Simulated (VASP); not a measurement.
Here is the system:

```xyz
6
Lattice="4.3375 0.0000 0.0000 -2.1688 3.7564 0.0000 0.0000 0.0000 7.7873" Properties=species:S:1:pos:R:3 pbc="T T T"
Pr     0.0000     0.0000     3.8937
Pr     0.0000     0.0000     0.0000
As     2.1688     1.2521     1.9468
As     0.0000     2.5043     5.8405
Pd     2.1688     1.2521     5.8405
Pd     0.0000     2.5043     1.9468
```

Level of theory: PBEsol GGA with spin-orbit coupling, VASP's PBE PAW potentials (set 64) (plane waves; VASP). Run with 400 eV cut-off, 7×7×4 Γ-centred mesh, Gaussian smearing of 0.050 eV, potentials Pr_3 As Pd.

The 4f electrons are frozen in the core of the lanthanide potential, so 4f levels, which can set the real gap, and their magnetism are missing.

Give the energies of bands 43 to 56 at the high-symmetry points, in eV from the Fermi level.

| band | Γ | M | K | A | L | H |
|---|---|---|---|---|---|---|
| 43 | -1.20 | -2.91 | -2.90 | -2.04 | -2.96 | -3.00 |
| 44 | -1.20 | -2.91 | -2.90 | -2.04 | -2.96 | -3.00 |
| 45 | -0.94 | -2.72 | -2.64 | -0.10 | -2.16 | -2.87 |
| 46 | -0.94 | -2.72 | -2.64 | -0.10 | -2.16 | -2.87 |
| 47 | -0.93 | -1.57 | -2.43 | -0.10 | -2.16 | -2.78 |
| 48 | -0.93 | -1.57 | -2.43 | -0.10 | -2.16 | -2.78 |
| 49 | -0.12 | -1.33 | -1.56 | -0.08 | -1.01 | -1.02 |
| 50 | -0.12 | -1.33 | -1.56 | -0.08 | -1.01 | -1.02 |
| 51 | 1.11 | -1.16 | -1.50 | -0.08 | -1.01 | -0.94 |
| 52 | 1.11 | -1.16 | -1.50 | -0.08 | -1.01 | -0.94 |
| 53 | 1.18 | -0.11 | 1.18 | 0.62 | 0.03 | 0.24 |
| 54 | 1.18 | -0.11 | 1.18 | 0.62 | 0.03 | 0.24 |
| 55 | 1.36 | 0.11 | 1.25 | 0.62 | 0.03 | 0.31 |
| 56 | 1.36 | 0.11 | 1.25 | 0.62 | 0.03 | 0.31 |

It has no gap at this level: it comes out as a metal or semimetal.

The structure comes from a computed database's PrAsPd entry (P6_3/mmc); how it stands against other phases isn't given here. It was relaxed first.
